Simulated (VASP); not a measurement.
SZnBrH: relaxation of the atoms with PBE

SZnBrH, in a box:

```
S Zn Br H
1.0
    11.00000    0.00000    0.00000
     0.00000   14.00000    0.00000
     0.00000    0.00000   11.00000
S Zn Br H
1 1 1 1
Direct
  0.42630 0.60230 0.41805
  0.50104 0.47403 0.50091
  0.57454 0.34290 0.58864
  0.49720 0.66163 0.48413
```

The cell isn't the ideal one: atoms moved at random, drawn with an rms of 0.02 Å.

```json
{"Program": "VASP 6.6.1", "Task": "relaxation of the atoms", "Functional": "PBE", "Potentials or basis": "VASP PAW PBE potentials, release 64 (S, Zn, Br, H)", "Cutoff": "520 eV", "k mesh": "1 × 1 × 1", "Occupations": "gaussian, width 0.01 eV", "Spin": "no spin polarisation", "Further INCAR settings": "ALGO = Normal; EDIFF = 1e-06; IBRION = 2; EDIFFG = -0.01; NSW = 60"}
```

| Quantity | Value |
| --- | --- |
| Energy gained by relaxing | 1.8 meV/atom |
| Ionic steps | 16 |
| Largest force after relaxing | 0.006 eV/Å |
| Gap between the frontier levels | 4.18 eV |

Forces in eV/Å, atoms in the order of the input:
```
S   -0.002  0.002 -0.005
Zn  -0.003  0.003  0.002
Br   0.003 -0.002  0.001
H    0.001 -0.004  0.002
```

The path:
```csv
step,energy change (eV),largest force (eV/Å),pressure (GPa)
1,0.0000,0.3605,-0.03
2,-0.0033,0.2458,-0.02
3,-0.0040,0.1570,-0.02
4,-0.0055,0.0781,-0.01
5,-0.0060,0.1181,0.00
6,-0.0065,0.1057,0.00
7,-0.0065,0.0792,0.00
8,-0.0070,0.0425,0.00
9,-0.0070,0.0347,0.00
10,-0.0072,0.0263,0.00
11,-0.0072,0.0292,0.00
12,-0.0072,0.0127,0.00
13,-0.0072,0.0115,0.00
14,-0.0072,0.0183,0.00
15,-0.0072,0.0145,0.00
16,-0.0073,0.0056,0.00
```

Final structure:
```
S Zn Br H
1.0
    11.00000    0.00000    0.00000
     0.00000   14.00000    0.00000
     0.00000    0.00000   11.00000
S Zn Br H
1 1 1 1
Direct
  0.42659 0.60116 0.41761
  0.50082 0.47592 0.50221
  0.57415 0.34377 0.58735
  0.49752 0.66001 0.48456
```

Levels at points of the mesh, in eV from the valence-band top:
| k point | band 9 | band 10 | band 11 | band 12 | band 13 | band 14 | band 15 | band 16 | band 17 |
| --- | --- | --- | --- | --- | --- | --- | --- | --- | --- |
| (0.00, 0.00, 0.00) | -2.74 | -1.50 | -0.83 | -0.77 | 0.00 | 4.18 | 5.05 | 5.51 | 5.76 |

It took 8.2 min on 1 thread of Intel(R) Xeon(R) 6975P-C (Granite Rapids), with other jobs on the host, peak memory 1.4 GiB.
